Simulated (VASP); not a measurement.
Here is a VASP 6.6.1 calculation.

The input POSCAR:

```
CO2                                     
1.0
   12.1554342666      0.0000000000      0.0000000000
    0.0000000000     12.6554342666      0.0000000000
    0.0000000000      0.0000000000     13.1554342666
  O               C             
     2     1
Selective dynamics
Direct
     0.4862752546000024    0.5649009669999998    0.4370815808999993   F   F   F
     0.5145190010528863    0.4394693769791599    0.5665609947385249   T   T   T
     0.5003978090328378    0.5021838403526742    0.5018258090849687   T   T   T
```

INCAR.step1

```
SYSTEM = CO2
  PREC = Accurate
  ENCUT = 400
  EDIFF = 1E-5
  ISMEAR = 0
  SIGMA = 0.01
  LREAL = .False.
  LASPH = .True.
  NELM = 80
  ALGO = Normal
  ISIF = 2
  LWAVE = .True.
  LCHARG = .False.
  ISYM = 0
  TIME = 0.4
  GGA = PE
```

INCAR.step2

```
SYSTEM = CO2
  PREC = Accurate
  ENCUT = 400
  EDIFF = 1E-6
  ISMEAR = 0
  SIGMA = 0.01
  LREAL = .False.
  LASPH = .True.
  NELM = 80
  ALGO = Damped
  ISIF = 2
  LWAVE = .False.
  LCHARG = .False.
  GGA = PE
  LHFCALC = .True.
  HFSCREEN = 0.2
  PRECFOCK = Fast
  IVDW = 12
  VDW_S6 = 1.0
  VDW_S8 = 2.31
  VDW_A1 = 0.383
  VDW_A2 = 5.685
  ISYM = 0
  TIME = 0.4
  ISTART = 1
```

The input KPOINTS:

```
regular mesh
0
Gamma
  1 1 1
  0 0 0
```

Potentials or basis: VASP PAW PBE potentials, release 64 (O, C).

The run is started by

```bash
$ cat potpaw_PBE.64/O/POTCAR potpaw_PBE.64/C/POTCAR > POTCAR
$ cp INCAR.step1 INCAR
$ mpirun -np 4 vasp_gam > vasp.out
$ cp INCAR.step2 INCAR
$ mpirun -np 4 vasp_gam > vasp.out
```

(1) Predict the gap between the frontier levels.

(2) What does it give for the largest force?

## Answers

(1) 9.60 eV.

(2) 1.438 eV/Å.

Caveat: the standard files for N, O and F lose accuracy on very short bonds; the PAW data sets were made with another functional, which shifts forces and pressure a little.
